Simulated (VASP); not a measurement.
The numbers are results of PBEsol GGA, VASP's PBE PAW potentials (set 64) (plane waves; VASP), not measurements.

A VASP calculation is set up with these files.

### INCAR
```
# general
SYSTEM =Ag2Al2
PREC   =Accurate
ENCUT  =400
LREAL  =F
LASPH  =T

# electronic loop
EDIFF  =1E-6
NELM   =100
ALGO   =Normal
LMAXMIX=4

# smearing
ISMEAR =1
SIGMA  =0.1

# functional
GGA    =PS

# ions
IBRION =2
NSW    =60
ISIF   =3
EDIFFG =-0.02

# output
LWAVE  =F
LCHARG =F
```

**KPOINTS**
```
kpoints
0
Gamma
  12 12 3
0 0 0
```

### POSCAR
```
Ag2Al2
1
   -0.0000000000     2.0104266864     2.0104266864
    2.0104266864     0.0000000000     2.0104266864
    8.0568891931     8.0568891931    -0.0151824474
Al Ag
2 2
Direct
  0.0061008320   0.0061008320   0.9954243760
  0.9938991680   0.9938991680   0.2545756240
  0.0058548905   0.0058548905   0.4956088321
  0.9941451095   0.9941451095   0.7543911679
```

POTCAR, in this order: Al Ag (PBE.64 set). Program: vasp_std.

Q: What does the run give for the energy per atom (σ→0), volume per atom, band gap (on the k-mesh)?

A: 
- energy per atom (σ→0) = -3.765 eV/atom
- band gap (on the k-mesh) = none (metal, semimetal or under 0.01 eV)
- volume per atom = 16.26 Å^3/atom

### OSZICAR
```
...
       N       E                     dE             d eps       ncg     rms          rms(c)
DAV:   1    -0.150656411863E+02   -0.57516E-02   -0.13997E-01  1826   0.348E+00    0.467E-01
DAV:   2    -0.150608176027E+02    0.48236E-02   -0.19732E-02  1860   0.160E+00    0.190E-01
DAV:   3    -0.150603406436E+02    0.47696E-03   -0.98865E-04  1826   0.242E-01    0.101E-01
DAV:   4    -0.150601833855E+02    0.15726E-03   -0.21445E-04  1878   0.127E-01    0.469E-02
DAV:   5    -0.150601722227E+02    0.11163E-04   -0.43724E-05  1848   0.527E-02    0.131E-02
DAV:   6    -0.150601726316E+02   -0.40891E-06   -0.31043E-06  1574   0.129E-02
  11 F= -.15060173E+02 E0= -.15060127E+02  d E =-.282786E-03
```

The structure was generated: Ag2Al2 was put into an ordered model structure (R-3m), which need not be its known phase. This run relaxes it. Symmetry was kept, so distortions that lower it aren't found. The start is the result of an earlier pass.
